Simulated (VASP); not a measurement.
Be3CdTe4, 8 atoms in the cell. Symmetry: R3m, No. 160, trigonal system. Conventional cell: a = 4.030 Å, b = 4.030 Å, c = 39.500 Å, α = 90.00°, β = 90.00°, γ = 120.00°. Around Be (site symmetry 3m) lie 4 Te at 2.41 to 2.47 Å. Around Be (site symmetry 3m) lie 4 Te at 2.47 Å. Be (site symmetry 3m) is surrounded by 4 Te at 2.47 Å. Cd (site symmetry 3m) is surrounded by 4 Te at 2.47 to 2.65 Å. Te (site symmetry 3m) is surrounded by 3 Be at 2.41 Å and 1 Cd at 2.65 Å. Te (site symmetry 3m) is surrounded by 4 Be at 2.47 Å. Te (site symmetry 3m) is surrounded by 3 Cd at 2.47 Å and 1 Be at 2.47 Å. Around Te (site symmetry 3m) lie 4 Be at 2.47 Å. The cell was built by a generator and needn't be a form met in nature.

```yaml
Program: VASP 6.6.1
Task: relaxation of cell and atoms
Functional: PBE
Potentials_or_basis: VASP PAW PBE potentials, release 64 (Be, Cd, Te)
Cutoff: 520 eV
k_mesh: 4 × 4 × 4
Occupations: gaussian, width 0.15 eV
Spin: no spin polarisation
Further_INCAR_settings: PREC = Normal; ALGO = Fast; EDIFF = 0.0001; IBRION = 2; EDIFFG = -0.08; NSW = 24; ISIF = 3
```

Potentials or basis: VASP PAW PBE potentials, release 64 (Be, Cd, Te).

The run is started by

```bash
$ cat potpaw_PBE.64/Be/POTCAR potpaw_PBE.64/Cd/POTCAR potpaw_PBE.64/Te/POTCAR > POTCAR
$ mpirun -np 4 vasp_std > vasp.out
```

Hardware: 4 MPI ranks on Intel(R) Xeon(R) Platinum 8259CL CPU @ 2.50GHz (Skylake/Cascade Lake), with other jobs on the host.

**Question.** How long does it take, and how much memory?

**Answer.** Wall time 14 min on 4 MPI ranks on Intel(R) Xeon(R) Platinum 8259CL CPU @ 2.50GHz (Skylake/Cascade Lake), on a shared host, peak memory 1.1 GiB a rank. Counts: scf iterations 65, k points 13, ion steps 11.
